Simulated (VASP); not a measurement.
AgPbF2:

```xyz
4
Lattice="3.0615 0.0000 0.0000 -1.5308 2.6514 0.0000 0.0000 0.0000 5.0295" Properties=species:S:1:pos:R:3 pbc="T T T"
Ag    0.0000    0.0000    0.0000
Pb    0.0000    0.0000    2.5148
F     0.0000    1.7676    3.9391
F     1.5308    0.8838    1.0904
```

The cell was built by a generator and needn't be a form met in nature.

* Program: VASP 6.6.1
* Task: relaxation of cell and atoms
* Functional: PBE
* Potentials or basis: VASP PAW PBE potentials, release 64 (Ag, Pb_d, F)
* Cutoff: 600 eV
* k mesh: 6 × 6 × 4
* Occupations: gaussian, width 0.1 eV
* Spin: no spin polarisation

At the start: pressure 147.4 GPa; volume 10.21 Å³/atom.

Problem. Where does the relaxation end?

Solution. Over 11 steps the energy falls by 2109.2 meV/atom and the volume is 17.17 Å³/atom (+68.2 %); space group P-3m1 (No. 164, to 0.05 Å).

The path:
```
step  energy change (eV)  largest force (eV/Å)  pressure (GPa)  volume (Å³)
   1              0.0000                0.7443          147.44        40.83
   2             -0.9712                0.1874          -35.39       124.93
   3             -8.3436                0.0780           -4.64        73.44
   4             -8.3854                0.0628           -2.24        71.45
   5             -8.3960                0.0499           -0.20        69.91
   6             -8.4097                0.0153           -0.21        69.73
   7             -8.4350                0.0121           -0.30        69.13
   8             -8.4362                0.0213           -0.38        68.88
   9             -8.4365                0.0101           -0.34        68.96
  10             -8.4363                0.0051            0.46        68.38
  11             -8.4368                0.0080            0.01        68.69
```

Final structure:
```
Ag Pb F
1.0
     3.49870    0.00000    0.00000
    -1.74935    3.02996    0.00000
     0.00000    0.00000    6.47945
Ag Pb F
1 1 2
Direct
  0.00000 0.00000 0.00000
  0.00000 0.00000 0.50000
  0.33333 0.66667 0.78598
  0.66667 0.33333 0.21402
```

Caveat: the k mesh is coarse (spacing up to 0.39 Å⁻¹), so the values aren't converged; the volume moved by over 15 % at a fixed basis, so the end points are rough; an odd number of electrons without spin polarisation forces a metal; a magnetic or distorted state may lie lower.
